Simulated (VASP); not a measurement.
# Ba2BiSb2: Sb into a neighbouring Sb vacancy, part 3 of 4

Wanted: the minimum-energy path in Ba2BiSb2 for this move: Sb into a neighbouring Sb vacancy. The start is a cell from a database of measured crystal structures.

VASP 6.6.1; LDA; plane waves and PAW (Bi, Ba_sv, Sb).

So far. Step 2 (Relax the host): The run ended after 8 ionic steps, 0.070 eV below its first step, once forces and stress met EDIFFG = -0.02. Step 3 (Relax the start): The run ended after 10 ionic steps, 0.057 eV below its first step, once the forces on the free atoms met EDIFFG = -0.05.

### 4. Relax the end

The end state is relaxed in the same way, so that both ends share their errors.

Contents of INCAR:

```
SYSTEM = Ba8Bi4Sb7
PREC = Normal
ENCUT = 280
EDIFF = 1E-05
NELM = 120
ISMEAR = 1
SIGMA = 0.15
LREAL = Auto
ALGO = Fast
GGA = CA
NBANDS = 86
LORBIT = 11
LWAVE = .FALSE.
LCHARG = .FALSE.
KPAR = 3
LASPH = .TRUE.
IBRION = 2
NSW = 60
ISIF = 2
EDIFFG = -0.05
POTIM = 0.4
MAXMIX = 40
ISYM = 0
```

Contents of POSCAR:

```
Ba8Bi4Sb7
1.0
    0.0000000000      0.0000000000      9.8907943628
    4.7160678658     -7.4546261792      0.0000000000
    4.7160678658      7.4546261792     -9.8907943628
Bi Ba Sb
4 8 7
Direct
   -0.0023524061      0.0016325900     -0.0017176756
   -0.0015054105     -0.0002512166      0.5004806547
    0.4969758408      0.4973841821     -0.0020803530
    0.4981842415      0.4994805120      0.5015182252
    0.5315805625      0.2488966059      0.2521822086
    0.5298023043      0.2472716436      0.7492898369
    0.0284401699      0.7523627291      0.2514365507
    0.0307364226      0.7503647877      0.7491686763
    0.4658061845      0.7525982820      0.2482228802
    0.4714912631      0.7509621256      0.7527858656
    0.9715426647      0.2494000620      0.2505954903
    0.9720103271      0.2515139308      0.7522020555
    0.3953121090      0.0990387501      0.8998635215
    0.8958642496      0.6006655651      0.3987464224
    0.9005721363      0.6025832010      0.8988282020
    0.6040997694      0.8978322191      0.1016351674
    0.3955713166      1.1029905424      0.3986333935
    0.1031801057      0.4028633476      0.1045724407
    0.1027760568      0.3995588135      0.6010529550
```

Contents of KPOINTS:

```
Automatic mesh
0
Gamma
3 3 3
0 0 0
```

The projector-augmented-wave data sets are Bi, Ba_sv and Sb (LDA family, release 64).

The run is started by

```console
> mpirun -np 3 vasp_std
```

The log of the run:

```text
[... set-up lines as in an earlier step ...]
 entering main loop
       N       E                     dE             d eps       ncg     rms          rms(c)
DAV:   1     0.745258179692E+03    0.74526E+03   -0.36894E+04  2408   0.796E+02
DAV:   2    -0.704397947857E+01   -0.75230E+03   -0.73346E+03  3002   0.209E+02
DAV:   3    -0.840438350163E+02   -0.77000E+02   -0.76106E+02  3080   0.692E+01
DAV:   4    -0.873335268890E+02   -0.32897E+01   -0.32796E+01  3624   0.136E+01
DAV:   5    -0.874299326967E+02   -0.96406E-01   -0.96361E-01  3200   0.235E+00    0.122E+01
RMM:   6    -0.863371167999E+02    0.10928E+01   -0.14234E+00  2424   0.207E+00    0.720E+00
RMM:   7    -0.861326850997E+02    0.20443E+00   -0.14438E+00  2684   0.220E+00    0.144E+00
RMM:   8    -0.861215823254E+02    0.11103E-01   -0.26421E-01  3101   0.110E+00    0.450E-01
RMM:   9    -0.861269496481E+02   -0.53673E-02   -0.69225E-02  4027   0.472E-01    0.342E-01
RMM:  10    -0.861269340678E+02    0.15580E-04   -0.11921E-02  3458   0.212E-01    0.130E-01
WARNING in EDDRMM: call to ZHEGV failed, returncode =   8  4     48
RMM:  11    -0.861271436537E+02   -0.20959E-03   -0.47407E-03  4067   0.119E-01    0.392E-02
RMM:  12    -0.861272840157E+02   -0.14036E-03   -0.16471E-03  3972   0.665E-02    0.276E-02
RMM:  13    -0.861273387602E+02   -0.54745E-04   -0.60993E-04  3515   0.418E-02    0.162E-02
RMM:  14    -0.861273609392E+02   -0.22179E-04   -0.24996E-04  3240   0.276E-02    0.538E-03
RMM:  15    -0.861273700419E+02   -0.91027E-05   -0.11756E-04  2841   0.184E-02    0.378E-03
RMM:  16    -0.861273745211E+02   -0.44792E-05   -0.53361E-05  2331   0.128E-02
   1 F= -.86127375E+02 E0= -.86121347E+02  d E =-.861274E+02
 curvature:   0.00 expect dE= 0.000E+00 dE for cont linesearch  0.000E+00
 trial: gam= 0.00000 g(F)=  0.121E-01 g(S)=  0.000E+00 ort = 0.000E+00 (trialstep = 0.100E+01)
 search vector abs. value=  0.121E-01
 bond charge predicted
       N       E                     dE             d eps       ncg     rms          rms(c)
DAV:   1    -0.861371312650E+02   -0.97612E-02   -0.38714E-01  2928   0.157E+00    0.142E-01
RMM:   2    -0.861382888789E+02   -0.11576E-02   -0.15025E-02  2426   0.336E-01    0.577E-02
RMM:   3    -0.861384353518E+02   -0.14647E-03   -0.27018E-03  3416   0.130E-01    0.287E-02
RMM:   4    -0.861384504357E+02   -0.15084E-04   -0.42314E-04  3975   0.496E-02    0.173E-02
RMM:   5    -0.861384649533E+02   -0.14518E-04   -0.19679E-04  3493   0.264E-02    0.580E-03
RMM:   6    -0.861384670561E+02   -0.21028E-05   -0.67512E-05  2093   0.148E-02
   2 F= -.86138467E+02 E0= -.86132493E+02  d E =-.110925E-01
[...]
WARNING in EDDRMM: call to ZHEGV failed, returncode =   6  3     37
[...]
WARNING in EDDRMM: call to ZHEGV failed, returncode =   6  3     45
[... from here on, the cycles between the ionic steps are left out ...]
   3 F= -.86160524E+02 E0= -.86154738E+02  d E =-.331490E-01
[...]
WARNING in EDDRMM: call to ZHEGV failed, returncode =   8  4     39
[...]
WARNING in EDDRMM: call to ZHEGV failed, returncode =   6  3     50
[...]
WARNING in EDDRMM: call to ZHEGV failed, returncode =   6  3     61
   4 F= -.86154863E+02 E0= -.86149530E+02  d E =-.274889E-01
[...]
WARNING in EDDRMM: call to ZHEGV failed, returncode =   6  3     43
   5 F= -.86166011E+02 E0= -.86160419E+02  d E =-.386368E-01
   6 F= -.86170941E+02 E0= -.86165672E+02  d E =-.492935E-02
   7 F= -.86176796E+02 E0= -.86172060E+02  d E =-.107845E-01
[...]
WARNING in EDDRMM: call to ZHEGV failed, returncode =   8  4     46
WARNING in EDDRMM: call to ZHEGV failed, returncode =   6  3     49
   8 F= -.86179542E+02 E0= -.86175609E+02  d E =-.135304E-01
   9 F= -.86180263E+02 E0= -.86176133E+02  d E =-.142513E-01
 curvature:  -6.38 expect dE=-0.891E-02 dE for cont linesearch -0.891E-05
 trial: gam= 0.48522 g(F)=  0.140E-02 g(S)=  0.000E+00 ort =-0.674E-04 (trialstep = 0.386E+01)
 search vector abs. value=  0.210E-02
 bond charge predicted
       N       E                     dE             d eps       ncg     rms          rms(c)
DAV:   1    -0.861821012438E+02   -0.18452E-02   -0.71500E-01  2462   0.214E+00    0.187E-01
RMM:   2    -0.861848474442E+02   -0.27462E-02   -0.29169E-02  2433   0.474E-01    0.252E-01
RMM:   3    -0.861848925568E+02   -0.45113E-04   -0.56668E-03  3112   0.187E-01    0.213E-01
RMM:   4    -0.861843294230E+02    0.56313E-03   -0.10458E-03  3595   0.862E-02    0.108E-01
RMM:   5    -0.861841608364E+02    0.16859E-03   -0.45023E-04  3533   0.514E-02    0.663E-02
RMM:   6    -0.861840878054E+02    0.73031E-04   -0.55666E-04  3008   0.522E-02    0.499E-02
RMM:   7    -0.861841086597E+02   -0.20854E-04   -0.17933E-04  3134   0.274E-02    0.360E-02
RMM:   8    -0.861840976295E+02    0.11030E-04   -0.48849E-05  2040   0.143E-02    0.209E-02
RMM:   9    -0.861840880983E+02    0.95312E-05   -0.37867E-05  1859   0.129E-02
  10 F= -.86184088E+02 E0= -.86180242E+02  d E =-.382550E-02
 trial-energy change:   -0.003826  1 .order   -0.003884   -0.005266   -0.002501
 step:   8.7500(harm=  7.3554)  dis= 0.04626  next Energy=   -86.185553 (dE=-0.529E-02)
 reached required accuracy - stopping structural energy minimisation
```

It took 5.6 min on 3 MPI ranks of Intel Xeon 6975P-C (Granite Rapids), shared host; peak memory 1.1 GiB.

Parts of OUTCAR (step 4):

```text
 Found     14 irreducible k-points:

   NELECT =     135.0000    total number of electrons

 E-fermi :   4.4671

 k-point     1 :       0.0000    0.0000    0.0000
  band No.  band energies     occupation
    ...
     65       3.6129      2.00000
     66       3.9532      2.00001
     67       3.9795      2.00004
     68       4.4147      1.55365
     69       4.4949      0.69208
     70       4.5540      0.17910
     71       4.6550     -0.07069
     72       5.1122     -0.00000
     73       5.1935     -0.00000
     74       5.3914     -0.00000
    ...

 k-point     2 :       0.3333    0.0000   -0.0000
  band No.  band energies     occupation
    ...
     64       3.4546      2.00000
     65       3.6620      2.00000
     66       3.7600      2.00000
     67       3.9616      2.00002
     68       4.3748      1.85371
     69       4.5297      0.35737
     70       4.8981     -0.00037
     71       5.2637     -0.00000
     72       5.4309     -0.00000
     73       5.5704     -0.00000
    ...

  Total       -1.8219583     -1.6297803     -2.7213175      0.1066536      0.0012504     -0.0500620
  in kB       -4.1974153     -3.7546768     -6.2693529      0.2457079      0.0028807     -0.1153324
  external PRESSURE =      -4.7404817 kB  Pullay stress =       0.0000000 kB

 POSITION                                       TOTAL-FORCE (eV/Angst)
 -----------------------------------------------------------------------------------
      4.72814      7.42556     -0.01220         0.005244      0.016480      0.006556
      7.08026     -3.66511     -4.95143        -0.008456     -0.013837     -0.011361
      2.36697     -3.73755      4.93600        -0.007302     -0.021641      0.001475
      4.68324      0.03164     -0.00751        -0.014231      0.029822     -0.007389
      2.35778     -0.00486      2.74401        -0.001302      0.027884     -0.015293
      4.75523      3.70210     -2.18276         0.011010      0.004321     -0.002137
      4.69315     -3.75898     -2.18529        -0.015759      0.002975     -0.013234
      7.07628      0.00849     -7.11205        -0.000034     -0.034793     -0.020541
      4.68860     -3.75651      2.17014         0.009030     -0.005936      0.004372
      7.07249      0.00919     -2.80440         0.009007     -0.023392      0.034845
      2.35880     -0.00234      7.13397         0.001191      0.019748     -0.010360
      4.75546      3.70318      2.16345        -0.001478      0.001717     -0.000891
      4.72839      5.94405     -4.95041         0.025907      0.010169     -0.002866
      4.71266     -1.50328      4.94067        -0.031988     -0.003078     -0.004805
      7.08716      2.12663     -0.01187        -0.008421      0.003995      0.008541
      4.72229     -5.94945      4.93296         0.008508     -0.001380      0.005618
      2.36477      2.35090     -0.01012        -0.007004      0.017809      0.026735
      2.36555     -2.20198     -0.00375         0.024250     -0.006499     -0.019298
      4.71871      1.51671     -4.96079         0.001828     -0.024363      0.020034
 -----------------------------------------------------------------------------------
    total drift:                                0.004894     -0.016261      0.042841

  FREE ENERGIE OF THE ION-ELECTRON SYSTEM (eV)
  ---------------------------------------------------
  free  energy   TOTEN  =       -86.1840880983 eV

  energy  without entropy=      -86.1725495178  energy(sigma->0) =      -86.18024190

 total charge
# of ion       s       p       d       tot
------------------------------------------
    1        1.730   1.989   0.054   3.772
    2        1.740   1.981   0.071   3.792
    3        1.741   1.990   0.073   3.803
    4        1.731   1.989   0.055   3.775
    5        2.012   5.579   0.363   7.953
    6        2.014   5.575   0.356   7.945
    7        2.014   5.575   0.356   7.945
    8        2.012   5.576   0.357   7.946
    9        2.014   5.575   0.356   7.945
   10        2.012   5.576   0.358   7.947
   11        2.012   5.579   0.362   7.953
   12        2.014   5.575   0.356   7.945
   13        1.176   1.296   0.022   2.493
   14        1.176   1.296   0.021   2.493
   15        1.175   1.295   0.020   2.490
   16        1.175   1.298   0.021   2.495
   17        1.168   1.299   0.012   2.479
   18        1.167   1.310   0.019   2.496
   19        1.176   1.297   0.021   2.494
--------------------------------------------------
tot         31.258  61.652   3.253  96.162

[... 6 parts as in an earlier step ...]

[... 6 further parts left out ...]
```

CONTCAR:

```
Ba8Bi4Sb7
   1.00000000000000
     0.0000000000000000    0.0000000000000000    9.8907943627999995
     4.7160678658000004   -7.4546261791999999    0.0000000000000000
     4.7160678658000004    7.4546261791999999   -9.8907943627999995
  Bi              Ba              Sb
     4     8     7
Direct
     0.9980969980208564    0.0032288081716668    0.9993303050110482
     0.0042145440318372    0.9964806603873080    0.5048244640941527
     0.4993102514094528    0.5016344331260781    0.0002606946550291
     0.4978823583953089    0.4943972798164440    0.4986412074564887
     0.5270779267583401    0.2502990832967069    0.2496472606909485
     0.5317755269770089    0.2558437034834134    0.7524610826157427
     0.0245036260700543    0.7496944919200327    0.2454458916224055
     0.0317427583172195    0.7496616311406797    0.7508006658480404
     0.4645391090295356    0.7490463689332015    0.2451294261049936
     0.4669089601637045    0.7492134755340222    0.7504456916009115
     0.9711979493867289    0.2502383004532186    0.2499242156295612
     0.9712914010326731    0.2557943996565465    0.7525574037426138
     0.3994819370997706    0.1026245515691351    0.8999889438874241
     0.8983323219514814    0.6004675013555267    0.3988105959381609
     0.8928231347084865    0.6087464485347549    0.8940232662970169
     0.6003582710911967    0.8997040869626859    0.1016158476257196
     0.4073719041602128    0.0930339515426669    0.4083949982359401
     0.1027255866458977    0.3984885978145804    0.1031044353316435
     0.1004533425502360    0.3985508993013364    0.6020101215121547
```

The steps of the relaxation:

```csv
step,energy less that of the first step (eV),largest force (eV/Å)
1,0.0000,0.2220
2,-0.0111,0.2009
3,-0.0331,0.1544
4,-0.0275,0.2128
5,-0.0386,0.1304
6,-0.0436,0.1065
7,-0.0494,0.0922
8,-0.0522,0.0851
9,-0.0529,0.0711
10,-0.0567,0.0429
```

The atoms that moved most (Å):

```csv
atom,dx,dy,dz,length
Sb17,-0.001,0.147,0.020,0.148
Sb15,0.006,-0.082,-0.029,0.087
Ba6,0.055,-0.040,-0.012,0.069
Bi2,0.005,0.057,0.014,0.059
Ba7,-0.041,-0.025,0.020,0.052
Sb13,0.018,-0.026,0.040,0.051
Bi4,-0.038,0.016,0.025,0.048
Sb16,0.009,-0.014,-0.037,0.040
```

The relaxed structure:

```cif
data_structure
_symmetry_space_group_name_H-M 'P 1'
_symmetry_Int_Tables_number 1
_cell_length_a 9.8908
_cell_length_b 8.8212
_cell_length_c 13.2529
_cell_angle_alpha 106.565
_cell_angle_beta 138.272
_cell_angle_gamma 90.000
_cell_volume 695.45
loop_
_atom_site_label
_atom_site_type_symbol
_atom_site_fract_x
_atom_site_fract_y
_atom_site_fract_z
_atom_site_occupancy
Bi1 Bi 0.99810 0.00323 0.99933 1
Bi2 Bi 0.00421 0.99648 0.50482 1
Bi3 Bi 0.49931 0.50163 0.00026 1
Bi4 Bi 0.49788 0.49440 0.49864 1
Ba5 Ba 0.52708 0.25030 0.24965 1
Ba6 Ba 0.53178 0.25584 0.75246 1
Ba7 Ba 0.02450 0.74969 0.24545 1
Ba8 Ba 0.03174 0.74966 0.75080 1
Ba9 Ba 0.46454 0.74905 0.24513 1
Ba10 Ba 0.46691 0.74921 0.75045 1
Ba11 Ba 0.97120 0.25024 0.24992 1
Ba12 Ba 0.97129 0.25579 0.75256 1
Sb13 Sb 0.39948 0.10262 0.89999 1
Sb14 Sb 0.89833 0.60047 0.39881 1
Sb15 Sb 0.89282 0.60875 0.89402 1
Sb16 Sb 0.60036 0.89970 0.10162 1
Sb17 Sb 0.40737 0.09303 0.40840 1
Sb18 Sb 0.10273 0.39849 0.10310 1
Sb19 Sb 0.10045 0.39855 0.60201 1
```

Numbers from this step:

```yaml
electronic_cycles: 99
free_energy_toten: -86.1841 eV
energy_at_zero_smearing: -86.1802 eV
fermi_energy: 4.467 eV
```

The run ended after 10 ionic steps, 0.057 eV below its first step, once the forces on the free atoms met EDIFFG = -0.05.

[end of part 3 of 4]

[Lines on the potential files, build, host, timing and source positions are cut from VASP's logs without a mark.]

[Logs are printed without paths, hosts, clocks, repeated set-up lines and the standing remarks that a program may print on its own settings, such as how far it seeks lower states.]

[Hosts, paths, dates, database ids (printed as entryN), source tags and the programs' standing remarks are cut or masked in the printed files.]

[Runs that stopped without an error message from VASP are left out.]
